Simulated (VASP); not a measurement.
VASP runs on Nb (bcc) share one base input (PBE GGA, plane waves, VASP's PBE PAW potentials (set 64)) and change the settings named in each case.

POSCAR:
```
Nb
1.0
 -1.6830000000   1.6830000000   1.6830000000
  1.6830000000  -1.6830000000   1.6830000000
  1.6830000000   1.6830000000  -1.6830000000
Nb
1
Cart
  0.0000000000   0.0000000000   0.0000000000
```

**INCAR**
```
! general
SYSTEM  = Nb
PREC    = Accurate
ENCUT   = 400   ! plane-wave cut-off (eV)
LREAL   = F   ! projection in real space or not
LASPH   = T   ! aspherical one-centre terms

! electronic loop
EDIFF   = 1E-6
NELM    = 100
ALGO    = Normal   ! blocked Davidson
LMAXMIX = 4

! smearing
ISMEAR  = 1   ! Methfessel-Paxton
SIGMA   = 0.1   ! width (eV)

! functional
GGA     = PE

! ions
ISIF    = 2

! output
LWAVE   = F
LCHARG  = F
```

### KPOINTS
```
Automatic mesh
0
Gamma
14 14 14
0 0 0
```

POTCAR, in this order: Nb_sv (PBE.64 set). Program: vasp_std.

| change | pressure (GPa) | electronic steps |
|---|---|---|
| base run | -8.25 | 12 |
| EDIFF = 1E-2 | -11.59 | 8 |
| EDIFF = 1E-3 | (withheld) | 9 |
| EDIFF = 1E-4 | -8.32 | 10 |
| EDIFF = 1E-5 | -8.23 | 11 |
| EDIFF = 1E-8 | -8.23 | 14 |

Problem. Fill in the missing entries.

Solution. 
- EDIFF = 1E-3, pressure (GPa): -8.83

Left out are runs that ran out of time, are held back, or changed the cell or the kind of run, fixed moments of cells without a moment, rows past the twelfth, gaps on odd meshes, pressures of charged cells and columns that move by less than the noise.

The compound is Nb in the bcc structure. The cell was not relaxed at this level.
